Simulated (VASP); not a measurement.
Consider the following.

```
CrB
1.0
    1.44566    -3.88739     0.00000
    1.44566     3.88739     0.00000
    0.00000     0.00000     2.89361
Cr B
2 2
Direct
  0.85450   0.14550   0.25000
  0.14550   0.85450   0.75000
  0.56525   0.43475   0.25000
  0.43475   0.56525   0.75000
```

Method: PBEsol GGA, VASP's PBE PAW potentials (set 64) (plane waves; VASP). Settings: 520 eV cut-off, 13×13×12 Γ-centred mesh, tetrahedra with Blöchl corrections, potentials Cr_pv B.

### Question
Predict the energy per atom (σ→0), band gap (on the k-mesh) with the smallest direct gap where there is one.

### Answer

```
Item                                                         Value
------------------------  ----------------------------------------
band gap (on the k-mesh)  none (metal, semimetal or under 0.01 eV)
energy per atom (σ→0)                               -9.217 eV/atom
```

Only differences to runs with the same potentials and settings are physical.

The compound is CrB in the sg63 structure. It was relaxed first, which changed the volume by -5 %. The run is not spin-polarised, so no magnetic state was tried.
